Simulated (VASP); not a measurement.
Data:

```
AlTi
1.0
    2.83000     0.00000     0.00000
    0.00000     2.83000     0.00000
    0.00000     0.00000     4.07000
Ti Al
1 1
Direct
  0.00000   0.00000   0.00000
  0.50000   0.50000   0.50000
```

Level of theory: PBEsol GGA, VASP's PBE PAW potentials (set 64) (plane waves; VASP). Settings: 300 eV cut-off, 9×9×7 Γ-centred mesh, Fermi-Dirac smearing of 0.10 eV, potentials Ti_sv Al.

At this cut-off the stress carries a Pulay error, which pulls relaxed volumes low. Energy and stress use the plane-wave basis of the starting cell.

Question: The ions, cell shape and volume are relaxed. Give the cell that the relaxation ends in.

Answer: 
```
AlTi
1.0
    2.79911     0.00000     0.00000
    0.00000     2.79911     0.00000
    0.00000     0.00000     4.02941
Ti Al
1 1
Direct
  0.00000   0.00000   0.00000
  0.50000   0.50000   0.50000
```
Space group P4/mmm (123), at a tolerance of 0.03 Å.

Question: How do energy and volume change from the first to the last step?

Answer: The energy (σ→0) changes by -6.3 meV/atom and the volume by -3.1 %, in 3 ionic steps.

```csv
step,E(σ→0) (eV),max force (eV/Å),pressure (GPa),volume (Å³)
1,-13.2206,0.000,-3.68,32.60
2,-13.2275,0.000,2.81,30.86
3,-13.2332,0.000,-0.04,31.57
```

The structure is a typed TiAl crystal (P4/mmm). This run relaxes it. Symmetry was kept, so distortions that lower it aren't found. The run is one of a series of settings (EDIFFG = -0.01, IBRION = 2, ISIF = 3, NSW = 50 against the base run), some of them coarse on purpose. The electron count is odd and the run is not spin-polarised, which forces a metal.
